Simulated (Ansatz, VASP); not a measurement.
# SiC (Moissanite 3C) in two plane-wave programs

One calculation is typed for both programs; each brings its own data sets. How far apart do they land? The cell is taken from a series of runs on this material, whose earlier steps may have relaxed, scaled, displaced or heated it; both programs get it as it stands.

Main program and level: Ansatz 0.2.0; plane waves, with VASP 6.6.1 beside it; zone-centre phonons at LDA.

**1. Starting point**

Symmetry: F-43m, No. 216, cubic system. The conventional cell has a = 4.326 Å, b = 4.326 Å, c = 4.326 Å, α = 90.00°, β = 90.00°, γ = 90.00°. Nearest to Si lie 4 C at 1.87 Å. Nearest to C lie 4 Si at 1.87 Å. Farther neighbours are not listed.

Coordinates:

```cif
data_structure
_symmetry_space_group_name_H-M 'F-43m'
_symmetry_Int_Tables_number 216
_cell_length_a 4.3258
_cell_length_b 4.3258
_cell_length_c 4.3258
_cell_angle_alpha 90.000
_cell_angle_beta 90.000
_cell_angle_gamma 90.000
_cell_volume 80.95
loop_
_atom_site_label
_atom_site_type_symbol
_atom_site_symmetry_multiplicity
_atom_site_Wyckoff_symbol
_atom_site_fract_x
_atom_site_fract_y
_atom_site_fract_z
_atom_site_occupancy
Si1 Si 4 a 0.00000 0.00000 0.00000 1
C1 C 4 d 0.25000 0.25000 0.75000 1
```

**2. VASP: zone-centre phonons, LDA, pair 1**

Second derivatives magnify differences that forces hide, and they need a tight electronic threshold.

Lines of VASP's logs that name or quote its potential files are left out, and so is its time.

The input, INCAR:

```
SYSTEM = SiC
PREC = Accurate
ENCUT = 600
EDIFF = 1E-08
NELM = 120
ISMEAR = 0
SIGMA = 0.01
LREAL = .FALSE.
ALGO = Normal
GGA = PW92
NBANDS = 10
LORBIT = 11
LWAVE = .FALSE.
LCHARG = .FALSE.
ISIF = 2
IBRION = 8
LEPSILON = .TRUE.
LASPH = .TRUE.
GGA_COMPAT = .FALSE.
EFERMI = MIDGAP
```

The input, POSCAR:

```
SiC
1.0
    0.0000000000      2.1629089461      2.1629089461
    2.1629089461      0.0000000000      2.1629089461
    2.1629089461      2.1629089461      0.0000000000
Si C
1 1
Direct
    0.0000000000      0.0000000000      0.0000000000
    0.2500000000      0.2500000000      0.2500000000
```

The input, KPOINTS:

```
Automatic mesh
0
Gamma
6 6 6
0 0 0
```

Potentials, in the order of the species: Si and C (LDA family, release 64).

On the command line:

```bash
> mpirun -np 1 vasp_std
```

Numbers of over 12 decimals in the logs are rounded to 6 here.

Output:

```text
[banner, memory and clock lines left out]
running    1 mpi-ranks, on    1 nodes
 distrk:  each k-point on    1 cores,    1 groups
 distr:  one band on    1 cores,    1 groups

 POSCAR found type information on POSCAR SiC
 POSCAR found :  2 types and       2 ions
|                                                                             |
|               ----> ADVICE to this user running VASP <----                  |
|                                                                             |
|     You enforced a specific xc type in the INCAR file but a different       |
|     [... a line on the potential file left out ...]
|     I HOPE YOU KNOW WHAT YOU ARE DOING!                                     |
|                                                                             |

 LDA part: xc-table for (Slater(with rela. corr.)+PW92), standard interpolation
 POSCAR, INCAR and KPOINTS ok, starting setup
 FFT: planning ... GRIDC
 FFT: planning ... GRID_SOFT
 FFT: planning ... GRID
 WAVECAR not read
 entering main loop
       N       E                     dE             d eps       ncg     rms          rms(c)
DAV:   1     0.562866178598E+01    0.56287E+01   -0.46846E+03   328   0.792E+02
DAV:   2    -0.180328736754E+02   -0.23662E+02   -0.21929E+02   420   0.121E+02
DAV:   3    -0.187591358287E+02   -0.72626E+00   -0.72505E+00   382   0.189E+01
DAV:   4    -0.187622242485E+02   -0.30884E-02   -0.30882E-02   380   0.163E+00
DAV:   5    -0.187622386338E+02   -0.14385E-04   -0.14385E-04   376   0.100E-01    0.931E+00
DAV:   6    -0.167430517543E+02    0.20192E+01   -0.75670E+00   332   0.133E+01    0.410E+00
DAV:   7    -0.166652529182E+02    0.77799E-01   -0.40489E-01   382   0.396E+00    0.182E+00
DAV:   8    -0.166444748473E+02    0.20778E-01   -0.27856E-02   332   0.109E+00    0.176E-01
DAV:   9    -0.166441109510E+02    0.36390E-03   -0.18246E-03   400   0.250E-01    0.947E-02
DAV:  10    -0.166441250413E+02   -0.14090E-04   -0.10837E-04   338   0.711E-02    0.314E-02
DAV:  11    -0.166441255336E+02   -0.49229E-06   -0.30377E-06   376   0.118E-02    0.127E-02
DAV:  12    -0.166441253112E+02    0.22234E-06   -0.65593E-07   336   0.421E-03    0.529E-04
DAV:  13    -0.166441253112E+02    0.13415E-10   -0.24681E-08   336   0.108E-03
   1 F= -.16644125E+02 E0= -.16644125E+02  d E =0.000000E+00
 Linear response reoptimize wavefunctions to high precision
DAV:   1    -0.166441253117E+02   -0.50841E-09   -0.41312E-10   232   0.147E-04
DAV:   2    -0.166441253117E+02    0.26148E-10   -0.14193E-11   174   0.349E-05
 Linear response G [H, r] |phi>, progress :
  Direction:   1
       N       E                     dE             d eps       ncg     rms
RMM:   1    -0.427762123807E+02   -0.42776E+02   -0.52598E+01   801   0.438E+01
RMM:   2    -0.332907759946E+02    0.94854E+01   -0.13820E+00   516   0.114E+01
RMM:   3    -0.333938618888E+02   -0.10309E+00    0.72048E-02   527   0.113E+00
RMM:   4    -0.334023703082E+02   -0.85084E-02    0.11806E-02   540   0.129E-01
RMM:   5    -0.334034341398E+02   -0.10638E-02    0.14933E-03   549   0.167E-02
RMM:   6    -0.334035675693E+02   -0.13343E-03    0.16487E-04   569   0.228E-03
RMM:   7    -0.334035820264E+02   -0.14457E-04    0.17999E-05   529   0.335E-04
RMM:   8    -0.334035829382E+02   -0.91176E-06   -0.19462E-06   443   0.572E-05
RMM:   9    -0.334035829016E+02    0.36567E-07    0.65449E-09   354   0.274E-05
RMM:  10    -0.334035829017E+02   -0.61156E-10    0.00000E+00   335   0.270E-05
 Linear response G [H, r] |phi>, progress :
  Direction:   2
       N       E                     dE             d eps       ncg     rms
RMM:   1    -0.403881024912E+02   -0.40388E+02   -0.71192E+01   799   0.413E+01
RMM:   2    -0.332307732345E+02    0.71573E+01   -0.22613E-01   512   0.969E+00
RMM:   3    -0.333653825158E+02   -0.13461E+00    0.89554E-02   524   0.911E-01
RMM:   4    -0.333745688912E+02   -0.91864E-02    0.11895E-02   536   0.102E-01
RMM:   5    -0.333756279766E+02   -0.10591E-02    0.14928E-03   550   0.131E-02
RMM:   6    -0.333757611618E+02   -0.13319E-03    0.16535E-04   571   0.182E-03
RMM:   7    -0.333757755531E+02   -0.14391E-04    0.23920E-05   521   0.269E-04
RMM:   8    -0.333757787380E+02   -0.31849E-05    0.19078E-06   440   0.502E-05
RMM:   9    -0.333757787361E+02    0.18609E-08   -0.92823E-09   375   0.270E-05
 Linear response G [H, r] |phi>, progress :
  Direction:   3
       N       E                     dE             d eps       ncg     rms
RMM:   1    -0.246419591915E+02   -0.24642E+02    0.93573E+01   745   0.418E+01
RMM:   2    -0.222714063030E+02    0.23706E+01   -0.23402E+00   511   0.104E+01
RMM:   3    -0.222566033177E+02    0.14803E-01   -0.34541E-02   514   0.108E+00
RMM:   4    -0.222558874116E+02    0.71591E-03   -0.36875E-04   551   0.126E-01
RMM:   5    -0.222558864965E+02    0.91510E-06   -0.42822E-06   535   0.172E-02
RMM:   6    -0.222558867487E+02   -0.25220E-06    0.68266E-07   541   0.248E-03
RMM:   7    -0.222558868086E+02   -0.59976E-07    0.62160E-07   501   0.382E-04
RMM:   8    -0.222558866967E+02    0.11192E-06    0.37403E-06   410   0.691E-05
RMM:   9    -0.222558866969E+02   -0.22266E-09    0.30771E-08   338   0.270E-05
 Linear response to external field (no local field effect), progress :
  Direction:   1
       N       E                     dE             d eps       ncg     rms          rms(c)
[...]
change of polarisation eV/A/(eV/A) component  3 :     0.073    -0.076     0.379
 dielectric tensor                  component  3 :     0.655    -0.675     4.387
 Linear response to external field, progress :
  Direction:   1
       N       E                     dE             d eps       ncg     rms          rms(c)
RMM:   1    -0.373904797968E+00   -0.37390E+00   -0.15624E+00  2053   0.253E+00
RMM:   2    -0.383466010846E+00   -0.95612E-02   -0.27536E-03  1467   0.364E-01    0.883E-01
RMM:   3    -0.373563023654E+00    0.99030E-02   -0.49916E-03  1438   0.421E-01    0.513E-01
RMM:   4    -0.382973577589E+00   -0.94106E-02   -0.61302E-03  1455   0.469E-01    0.752E-02
RMM:   5    -0.385056243314E+00   -0.20827E-02   -0.13598E-04  1468   0.856E-02    0.956E-03
RMM:   6    -0.385146696498E+00   -0.90453E-04   -0.12941E-06  1526   0.849E-03    0.475E-03
RMM:   7    -0.385193635033E+00   -0.46939E-04   -0.64844E-08  1502   0.218E-03    0.285E-04
RMM:   8    -0.385196909825E+00   -0.32748E-05    0.16197E-09  1603   0.402E-04    0.115E-04
RMM:   9    -0.385196114634E+00    0.79519E-06    0.43874E-10  1319   0.131E-04    0.194E-05
RMM:  10    -0.385196302814E+00   -0.18818E-06   -0.43935E-12   812   0.302E-05    0.642E-06
 change of polarisation eV/A/(eV/A) component  1 :     0.730     0.235     0.131
 dielectric tensor                  component  1 :     7.525     2.099     1.175
 Linear response to external field, progress :
  Direction:   2
       N       E                     dE             d eps       ncg     rms          rms(c)
RMM:   1    -0.373904256633E+00   -0.37390E+00   -0.15624E+00  2054   0.253E+00
RMM:   2    -0.383465944038E+00   -0.95617E-02   -0.27531E-03  1466   0.364E-01    0.883E-01
RMM:   3    -0.373562914487E+00    0.99030E-02   -0.49923E-03  1438   0.421E-01    0.513E-01
RMM:   4    -0.382973567059E+00   -0.94107E-02   -0.61305E-03  1455   0.469E-01    0.752E-02
RMM:   5    -0.385056342403E+00   -0.20828E-02   -0.13593E-04  1468   0.856E-02    0.956E-03
RMM:   6    -0.385146797122E+00   -0.90455E-04   -0.12850E-06  1529   0.849E-03    0.475E-03
RMM:   7    -0.385193736047E+00   -0.46939E-04   -0.64218E-08  1503   0.218E-03    0.285E-04
RMM:   8    -0.385197012146E+00   -0.32761E-05    0.21028E-09  1599   0.402E-04    0.115E-04
RMM:   9    -0.385196217375E+00    0.79477E-06    0.36274E-10  1322   0.131E-04    0.195E-05
RMM:  10    -0.385196403619E+00   -0.18624E-06    0.71117E-12   796   0.302E-05    0.647E-06
 change of polarisation eV/A/(eV/A) component  2 :     0.235     0.730     0.124
 dielectric tensor                  component  2 :     2.102     7.525     1.112
 Linear response to external field, progress :
  Direction:   3
       N       E                     dE             d eps       ncg     rms          rms(c)
RMM:   1    -0.373904230734E+00   -0.37390E+00   -0.15624E+00  2053   0.253E+00
RMM:   2    -0.383465951465E+00   -0.95617E-02   -0.27529E-03  1467   0.364E-01    0.883E-01
RMM:   3    -0.373562920206E+00    0.99030E-02   -0.49917E-03  1438   0.421E-01    0.513E-01
RMM:   4    -0.382973580575E+00   -0.94107E-02   -0.61298E-03  1455   0.469E-01    0.752E-02
RMM:   5    -0.385056337958E+00   -0.20828E-02   -0.13593E-04  1468   0.856E-02    0.956E-03
RMM:   6    -0.385146794930E+00   -0.90457E-04   -0.12853E-06  1525   0.849E-03    0.476E-03
RMM:   7    -0.385193736119E+00   -0.46941E-04   -0.64115E-08  1502   0.218E-03    0.285E-04
RMM:   8    -0.385197011235E+00   -0.32751E-05    0.23771E-09  1603   0.402E-04    0.115E-04
RMM:   9    -0.385196217296E+00    0.79394E-06    0.14182E-09  1315   0.131E-04    0.195E-05
RMM:  10    -0.385196403295E+00   -0.18600E-06   -0.44540E-12   806   0.301E-05    0.650E-06
 change of polarisation eV/A/(eV/A) component  3 :     0.176     0.191     0.730
 dielectric tensor                  component  3 :     1.570     1.705     7.525
 Linear response DOF=           2
 Linear response progress:
  Degree of freedom:   1/  2
       N       E                     dE             d eps       ncg     rms          rms(c)
RMM:   1    -0.167204285359E-01   -0.16720E-01   -0.10619E-02  2126   0.873E-01
RMM:   2    -0.144275504515E-01    0.22929E-02   -0.98889E-04  1425   0.189E-01    0.133E-01
RMM:   3    -0.142676490651E-01    0.15990E-03    0.19852E-04  1452   0.482E-02    0.756E-02
RMM:   4    -0.143440581295E-01   -0.76409E-04    0.17246E-04  1450   0.472E-02    0.889E-03
RMM:   5    -0.143579553780E-01   -0.13897E-04   -0.11848E-05  1465   0.784E-03    0.132E-03
RMM:   6    -0.143544462728E-01    0.35091E-05    0.16175E-06  1492   0.760E-04    0.640E-04
RMM:   7    -0.143530237443E-01    0.14225E-05    0.22096E-06  1494   0.247E-04    0.786E-05
RMM:   8    -0.143533198788E-01   -0.29613E-06    0.29710E-08  1543   0.408E-05    0.199E-05
RMM:   9    -0.143533469612E-01   -0.27082E-07    0.63818E-09  1545   0.125E-05    0.323E-06
RMM:  10    -0.143533433592E-01    0.36020E-08   -0.23205E-08  1430   0.238E-06    0.971E-07
 first order change of Fermi-energy  -0.15943E+01
 force on displaced ion       1 direction 1 : -19.787  -0.000  -0.000
 Born effective charge ion    1 direction 1 :   2.658   0.000   0.000
 Linear response progress:
  Degree of freedom:   2/  2
       N       E                     dE             d eps       ncg     rms          rms(c)
RMM:   1    -0.126867951787E+00   -0.12687E+00    0.56066E-02  1966   0.208E+00
RMM:   2    -0.123834603748E+00    0.30333E-02   -0.19847E-03  1407   0.402E-01    0.210E-01
RMM:   3    -0.123879391465E+00   -0.44788E-04   -0.72038E-04  1369   0.177E-01    0.103E-01
RMM:   4    -0.124950805525E+00   -0.10714E-02   -0.57246E-04  1384   0.148E-01    0.188E-02
RMM:   5    -0.124934105789E+00    0.16700E-04    0.46708E-07  1464   0.219E-02    0.186E-03
RMM:   6    -0.124943564244E+00   -0.94585E-05    0.46634E-07  1511   0.248E-03    0.906E-04
RMM:   7    -0.124939135876E+00    0.44284E-05    0.53896E-07  1503   0.493E-04    0.105E-04
RMM:   8    -0.124939848242E+00   -0.71237E-06   -0.49576E-09  1492   0.102E-04    0.291E-05
RMM:   9    -0.124939719773E+00    0.12847E-06   -0.39001E-08  1593   0.236E-05    0.664E-06
RMM:  10    -0.124939756805E+00   -0.37032E-07   -0.10208E-08  1565   0.611E-06    0.189E-06
RMM:  11    -0.124939755939E+00    0.86596E-09    0.35392E-10  1268   0.125E-06    0.224E-07
 first order change of Fermi-energy   0.15948E+01
 force on displaced ion       2 direction 1 : -19.789   0.000   0.000
 Born effective charge ion    2 direction 1 :  -2.859   0.000   0.000
 Born effective charges drift removed
 Linear response finished
```

From OUTCAR (step 2):

```text
ion  position               nearest neighbor table
   1  0.000  0.000  0.000-   2 1.87   2 1.87   2 1.87   2 1.87
   2  0.250  0.250  0.250-   1 1.87   1 1.87   1 1.87   1 1.87

  LATTYP: Found a face centered cubic cell.
 ALAT       =     4.3258178922

 Subroutine GETGRP returns: Found 24 space group operations
 (whereof 24 operations were pure point group operations)

The static configuration has the point symmetry T_d .

 Found     16 irreducible k-points:

   k-points           NKPTS =     16   k-points in BZ     NKDIM =     16   number of bands    NBANDS=     10

   dimension x,y,z NGX =    24 NGY =   24 NGZ =   24
   dimension x,y,z NGXF=    48 NGYF=   48 NGZF=   48

   ENCUT  =  600.0 eV  44.10 Ry    6.64 a.u.   6.11  6.11  6.11*2*pi/ulx,y,z

   NELECT =       8.0000    total number of electrons

 k-points in reciprocal lattice and weights: Automatic mesh
   0.00000000  0.00000000  0.00000000       0.005
   0.16666667  0.00000000  0.00000000       0.037
   0.33333333  0.00000000  0.00000000       0.037
   0.50000000  0.00000000  0.00000000       0.019
   0.16666667  0.16666667  0.00000000       0.028
   0.33333333  0.16666667  0.00000000       0.111
   0.50000000  0.16666667  0.00000000       0.111
  -0.33333333  0.16666667  0.00000000       0.111
  -0.16666667  0.16666667  0.00000000       0.056
[...]
-0.33333333  0.33333333  0.16666667       0.111
  -0.33333333  0.50000000  0.16666667       0.056

 average (electrostatic) potential at core
       1 -81.6336       2 -48.7016

  Total        0.0656174      0.0656174      0.0656174     -0.0000000      0.0000000     -0.0000000
  in kB        5.1949901      5.1949901      5.1949901     -0.0000000      0.0000000     -0.0000000
  external PRESSURE =       5.1949901 kB  Pullay stress =       0.0000000 kB

  energy-cutoff  :      600.00
  volume of cell :       20.24
      direct lattice vectors                 reciprocal lattice vectors
     0.000000000  2.162908946  2.162908946    -0.231170157  0.231170157  0.231170157
     2.162908946  0.000000000  2.162908946     0.231170157 -0.231170157  0.231170157
     2.162908946  2.162908946  0.000000000     0.231170157  0.231170157 -0.231170157

 POSITION                                       TOTAL-FORCE (eV/Angst)
 -----------------------------------------------------------------------------------
      0.00000      0.00000      0.00000         0.000000      0.000000      0.000000
      1.08145      1.08145      1.08145        -0.000000     -0.000000     -0.000000
 -----------------------------------------------------------------------------------
    total drift:                                0.000000      0.000000      0.000000

 MACROSCOPIC STATIC DIELECTRIC TENSOR (including local field effects in DFT)
 ------------------------------------------------------
           7.525209    -0.000000    -0.000000
          -0.000000     7.525209     0.000000
          -0.000000     0.000000     7.525209
 ------------------------------------------------------

 PIEZOELECTRIC TENSOR (including local field effects)  for field in x, y, z        (C/m^2)
          XX          YY          ZZ          XY          YZ          ZX
  --------------------------------------------------------------------------------
  x     0.00000    -0.00000     0.00000     0.00000    -0.99691     0.00000
  y    -0.00000    -0.00000     0.00000     0.00000     0.00000    -0.99691
  z     0.00000     0.00000     0.00000    -0.99691     0.00000     0.00000

 BORN EFFECTIVE CHARGES (including local field effects) (in |e|, cummulative output)
 ---------------------------------------------------------------------------------
 ion    1
    1     2.75781     0.00000    -0.00000
    2    -0.00000     2.75781    -0.00000
    3     0.00000    -0.00000     2.75781
 ion    2
    1    -2.75781    -0.00000     0.00000
    2     0.00000    -2.75781     0.00000
    3    -0.00000     0.00000    -2.75781

 Eigenvectors and eigenvalues of the dynamical matrix
 ----------------------------------------------------

   1 f  =   23.976455 THz   150.648512 2PiTHz  799.768465 cm-1    99.158607 meV
             X         Y         Z           dx          dy          dz
      0.000000  0.000000  0.000000     0.000000    0.000000   -0.547298
      1.081454  1.081454  1.081454     0.000000    0.000000    0.836938

   2 f  =   23.976455 THz   150.648512 2PiTHz  799.768465 cm-1    99.158607 meV
             X         Y         Z           dx          dy          dz
      0.000000  0.000000  0.000000     0.547298   -0.000000    0.000000
      1.081454  1.081454  1.081454    -0.836938    0.000000    0.000000

   3 f  =   23.976455 THz   150.648512 2PiTHz  799.768465 cm-1    99.158607 meV
             X         Y         Z           dx          dy          dz
      0.000000  0.000000  0.000000     0.000000   -0.547298    0.000000
      1.081454  1.081454  1.081454     0.000000    0.836938    0.000000

   4 f/i=    0.000553 THz     0.003476 2PiTHz    0.018453 cm-1     0.002288 meV
             X         Y         Z           dx          dy          dz
      0.000000  0.000000  0.000000    -0.801265    0.241743    0.000000
      1.081454  1.081454  1.081454    -0.523970    0.158083    0.000000

   5 f/i=    0.000553 THz     0.003476 2PiTHz    0.018453 cm-1     0.002288 meV
             X         Y         Z           dx          dy          dz
      0.000000  0.000000  0.000000     0.000000    0.000000    0.836938
      1.081454  1.081454  1.081454     0.000000    0.000000    0.547298

   6 f/i=    0.000553 THz     0.003476 2PiTHz    0.018453 cm-1     0.002288 meV
             X         Y         Z           dx          dy          dz
      0.000000  0.000000  0.000000     0.241743    0.801265    0.000000
      1.081454  1.081454  1.081454     0.158083    0.523970    0.000000

 MACROSCOPIC STATIC DIELECTRIC TENSOR IONIC CONTRIBUTION
 ------------------------------------------------------
           3.436681     0.000000    -0.000000
           0.000000     3.436681     0.000000
          -0.000000    -0.000000     3.436681
 ------------------------------------------------------

 ELASTIC MODULI CONTR FROM IONIC RELAXATION (kBar)
 Direction    XX          YY          ZZ          XY          YZ          ZX
 --------------------------------------------------------------------------------
 XX          -0.0000      0.0000      0.0000     -0.0000      0.0000      0.0000
 YY           0.0000     -0.0000     -0.0000     -0.0000     -0.0000      0.0000
 ZZ           0.0000     -0.0000     -0.0000      0.0000     -0.0000      0.0000
 XY          -0.0000     -0.0000      0.0000   -272.8020      0.0000     -0.0000
 YZ           0.0000     -0.0000     -0.0000      0.0000   -272.8020      0.0000
 ZX           0.0000      0.0000      0.0000      0.0000     -0.0000   -272.8020
 --------------------------------------------------------------------------------

 PIEZOELECTRIC TENSOR IONIC CONTR  for field in x, y, z        (C/m^2)
          XX          YY          ZZ          XY          YZ          ZX
  --------------------------------------------------------------------------------
  x    -0.00000     0.00000     0.00000    -0.00000     0.91110     0.00000
  y    -0.00000    -0.00000    -0.00000    -0.00000     0.00000     0.91110
  z     0.00000     0.00000    -0.00000     0.91110    -0.00000     0.00000
```

[end of part 1 of 2]

[Lines on the potential files, build, host, timing and source positions are cut from VASP's logs without a mark.]

[Logs are printed without paths, hosts, clocks, repeated set-up lines and the standing remarks that a program may print on its own settings, such as how far it seeks lower states.]

[Hosts, paths, dates, database ids (printed as entryN), source tags and the programs' standing remarks are cut or masked in the printed files.]
